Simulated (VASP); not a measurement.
Energy against volume of Nb (bcc). Level of theory: optB88-vdW, VASP's PBE PAW potentials (set 64) (plane waves; VASP). Run with 520 eV cut-off, 15×15×15 Γ-centred mesh, first-order Methfessel-Paxton smearing of 0.10 eV, potentials Nb_sv.

```csv
V (Å³/atom),E (eV/atom)
16.950,-7.18822
17.491,-7.21978
18.032,-7.23066
18.573,-7.22330
```

Task: Fit these four points and predict the energy of the run at 19.114 Å³/atom.

Result: A cubic in V^(−2/3), the third-order Birch-Murnaghan form, passes through the four points with V0 = 18.07 Å³/atom and B0 = 179 GPa, and gives -7.1998 eV/atom there. The run gave -7.2002 eV/atom, -0.3 meV/atom from the fit; all five points give B0 = 177 GPa.

The compound is Nb in the bcc structure. It was relaxed first.
